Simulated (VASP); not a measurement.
```xyz
2
Lattice="4.9540 0.0000 0.0000 -2.4770 4.2903 0.0000 0.0000 0.0000 12.0522" Properties=species:S:1:pos:R:3 pbc="T T T"
Te     2.4770     1.4301     6.3907
Te     0.0000     2.8602     5.6615
```

Calculation: r2SCAN meta-GGA, VASP's PBE PAW potentials (set 64) (plane waves; VASP). Settings: 400 eV cut-off, 7×7×1 Γ-centred mesh, tetrahedra with Blöchl corrections, potentials Te.

The cell holds a wide vacuum, so values per volume refer to the whole cell.  Unless said otherwise, spin-orbit coupling is left out, though it shifts the bands of the heavy elements here.

Task: Predict the energy per atom (σ→0), band gap (over mesh and band path) with the smallest direct gap where there is one.

Result: 
```json
{
 "band gap (over mesh and band path)": "none (metal, semimetal or under 0.01 eV)",
 "energy per atom (σ→0)": "-25036 meV/atom"
}
```

The absolute energy has meaning only against runs of the same code, potentials and settings.

The cell is a sheet with vacuum, built from a generated structure.
